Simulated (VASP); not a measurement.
Consider the following.

```
CELL_PARAMETERS angstrom
      2.71760     0.00000     0.00000
      0.00000     2.71760     0.00000
      0.00000     0.00000     2.71760
ATOMIC_POSITIONS crystal
  Rh 0.00000 0.00000 0.00000
  O  0.50000 0.50000 0.50000
```

Method: PBEsol GGA, VASP's PBE PAW potentials (set 64) (plane waves; VASP). Run with 520 eV cut-off, Gaussian smearing of 0.050 eV, potentials Rh_pv O.

Problem. Give the energies of bands 5 to 13 at the high-symmetry points, in eV from the Fermi level.

Solution. 
```tsv
band	Γ	X	M	R
5	-4.89	-8.75	-6.18	-8.16
6	-4.89	-5.01	-6.18	-8.16
7	-3.48	-5.01	-3.91	-8.16
8	-3.48	-4.30	-2.87	0.91
9	-3.48	-0.28	-2.41	0.91
10	-0.47	-0.04	-1.82	1.49
11	-0.47	0.94	-1.82	1.49
12	-0.47	0.94	0.81	1.49
13	0.59	6.45	8.63	7.92
```

It has no gap at this level: it comes out as a metal or semimetal.

The structure was generated: RhO was put into the CsCl type type (Pm-3m), which need not be its known phase. It was relaxed first. The electron count is odd and the run is not spin-polarised, which forces a metal.
